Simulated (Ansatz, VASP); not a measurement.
## Mg6TiCo in VASP and in Ansatz

The input run.py:

```python
from ase.calculators.vasp import Vasp
from ase.dft.bandgap import bandgap
from ase.io import read

atoms = read('Mg6TiCo.xyz')
atoms.set_initial_magnetic_moments([2.0, 1.0, 0.0, 0.0, 0.0, 0.0, 0.0, 0.0])
calc = Vasp(
    directory='calc',
    xc='pbe',
    pp='PBE',
    setups='materialsproject',
    prec='Accurate',
    encut=520,
    ediff=1e-06,
    ismear=0,
    sigma=0.02,
    lreal=False,
    lasph=True,
    nelm=120,
    algo='Fast',
    isif=2,
    lwave=False,
    lcharg=False,
    ispin=2,
    lorbit=11,
    lmaxmix=4,
    kpts=[6, 5, 5],
    gamma=True,
    nbands=48,
)
atoms.calc = calc

print('energy (eV):', atoms.get_potential_energy())
print('free energy (eV):', atoms.get_potential_energy(force_consistent=True))
print('forces (eV/A):')
print(atoms.get_forces())
print('stress (eV/A^3, Voigt):', atoms.get_stress())
print('Fermi level (eV):', calc.get_fermi_level())
print('moment (muB):', atoms.get_magnetic_moment())
print('site moments (muB):', atoms.get_magnetic_moments())
gap, top, bottom = bandgap(calc)
print('band gap (eV):', gap, 'from (spin, k, band)', top, 'to', bottom)
```

Contents of Mg6TiCo.xyz:

```xyz
8
Lattice="4.7166050000 0.0000000000 0.0000000000 0.0000000000 3.0183690000 5.4998395000 0.0000000000 -3.0183690000 5.4998395000" Properties=species:S:1:pos:R:3 pbc="T T T"
Co     0.0000000000      0.0000000000      8.8001171891
Ti     2.3583025000      0.0000000000      7.6176516966
Mg     2.3583025000      0.0000000000      1.8369353933
Mg     2.3583025000     -1.5721778610      4.6379706516
Mg     2.3583025000      1.5721778610      4.6379706516
Mg     0.0000000000      0.0000000000      3.6185754003
Mg     0.0000000000     -1.4486179076      6.4247585084
Mg     0.0000000000      1.4486179076      6.4247585084
```

The input input.yaml:

```yaml
crystal:
  lattice:
    - [4.716605, 0.0, 0.0]
    - [0.0, 3.018369, 5.4998395]
    - [0.0, -3.018369, 5.4998395]
  atoms:
    - { symbol: Co, position: [0.0, 0.800034, 0.800034], spin: 2.0 }
    - { symbol: Ti, position: [0.5, 0.692534, 0.692534], spin: 1.0 }
    - { symbol: Mg, position: [0.5, 0.166999, 0.166999] }
    - { symbol: Mg, position: [0.5, 0.161211, 0.682081] }
    - { symbol: Mg, position: [0.5, 0.682081, 0.161211] }
    - { symbol: Mg, position: [0.0, 0.328971, 0.328971] }
    - { symbol: Mg, position: [0.0, 0.344119, 0.824053] }
    - { symbol: Mg, position: [0.0, 0.824053, 0.344119] }
hamiltonian:
  xc: pbe
  pseudopotentials: { kind: paw }
magnetization:
  spin_polarized: true
kpoints:
  mp_grid: { grid: [6, 5, 5] }
scf:
  occupations: { method: gaussian, width: 0.02 }
output:
  forces: true
  stress: true
  eigenvalues: true
```

The cell comes from a database or a generator and needn't be the stable form of this composition.

Alike in both runs: task single point; functional PBE; k mesh 6 × 5 × 5; occupations gaussian, width 0.02 eV; collinear spin, ferromagnetic start.

|  | VASP | Ansatz |
| --- | --- | --- |
| version | VASP 6.6.1 | Ansatz 0.2.0 |
| potentials or method | VASP PAW PBE potentials, release 64 (Co, Ti_pv, Mg_pv) | Ansatz PAW |
| plane-wave cutoff (eV) | 520 | 420 |
| valence electrons in the cell | 67 | 89 |

```tsv
	VASP	Ansatz	Ansatz less VASP
gap on the k mesh at the Fermi level (eV)	none	none	-
pressure (GPa)	-0.1	0.0	+0.11
largest component of the traceless stress (GPa)	0.08	0.05	-0.022
rms of the force components (eV/Å)	0.019	0.020	+0.0007
net moment per atom (μB)	0.04	0.05	+0.009
size of the moment on the site where the two differ most (μB)	0.59	0.52	-0.067
```

Site moments also hang on the region over which each program counts them. Atom by atom the forces differ by 0.003 eV/Å (rms over components). A gap of «none» marks a metal or a gap that the smearing closes. The two sets of potentials don't hold the same shells in valence.

Caveats: the starting moments weren't kept (Ansatz).
